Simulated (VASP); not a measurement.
```
CuCl
1.0
    0.00000     2.74008     2.74008
    2.74008     0.00000     2.74008
    2.74008     2.74008     0.00000
Cu Cl
1 1
Direct
  0.00000   0.00000   0.00000
  0.25000   0.25000   0.25000
```

Method: PBE GGA, VASP's PBE PAW potentials (set 64) (plane waves; VASP). Numerical set-up: 520 eV cut-off, 8×8×8 Γ-centred mesh, Gaussian smearing of 0.050 eV, potentials Cu Cl.

Q: Estimate the energy per atom (σ→0), pressure, band gap (on the k-mesh) with the smallest direct gap where there is one.

A: 
```json
{
  "band gap (on the k-mesh)": "0.48 eV",
  "smallest direct gap (on the k-mesh)": "0.48 eV",
  "energy per atom (σ→0)": "-3.169 eV/atom",
  "pressure": "-1.28 GPa"
}
```

The compound is CuCl in the zinc blende structure. This cell is one point of a volume scan, at 1.03 of the reference volume.
